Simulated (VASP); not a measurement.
A run of VASP 6.6.1:

File INCAR:

```
SYSTEM = Be3Te2O
ALGO     = Fast           ! electronic algorithm
EDIFF    = 1E-4           ! SCF threshold, eV
EDIFFG   = -0.08          ! ionic threshold
ENCUT    = 520            ! plane-wave cutoff, eV
GGA      = PE             ! functional
IBRION   = 2              ! ionic algorithm
ISIF     = 3              ! what is computed and relaxed
ISMEAR   = 0              ! smearing method
LASPH    = .TRUE.         ! aspherical terms in the spheres
LCHARG   = .FALSE.        ! write CHGCAR
LREAL    = .FALSE.        ! projectors in reciprocal space
LWAVE    = .FALSE.        ! write WAVECAR
NELM     = 60             ! most SCF steps
NSW      = 24             ! ionic steps
PREC     = Normal         ! precision mode
SIGMA    = 0.15           ! smearing width, eV
```

Contents of KPOINTS:

```
k-points
0
G
  4 4 2
  0 0 0
```

The input POSCAR:

```
Be3Te2O
1.0
    4.4982689700      0.0000000000      0.0000000000
   -2.2491344900      3.8956152000      0.0000000000
    0.0000000000      0.0000000000      6.9082392900
Be Te O
3 2 1
Direct
    0.3333333300      0.6666666700      0.7956339100
    0.3333333300      0.6666666700      0.2043660900
    0.3333333300      0.6666666700      0.5000000000
    0.6666666700      0.3333333300      0.2440592900
    0.6666666700      0.3333333300      0.7559407100
    0.0000000000      0.0000000000      0.5000000000
```

Potentials or basis: VASP PAW PBE potentials, release 64 (Be, Te, O).

Command:

```console
$ cat potpaw_PBE.64/Be/POTCAR potpaw_PBE.64/Te/POTCAR potpaw_PBE.64/O/POTCAR > POTCAR
$ mpirun -np 1 vasp_std > vasp.out
```

Hardware: 1 thread of Intel(R) Xeon(R) Platinum 8559C (Emerald Rapids), on a shared host.

**Question.** How long does it take, and how much memory?

**Answer.** Run time: 100 s on 1 thread of Intel(R) Xeon(R) Platinum 8559C (Emerald Rapids), with other jobs on the host, peak memory 0.19 GiB. Counts: scf iterations 147, k points 8, ion steps 18.
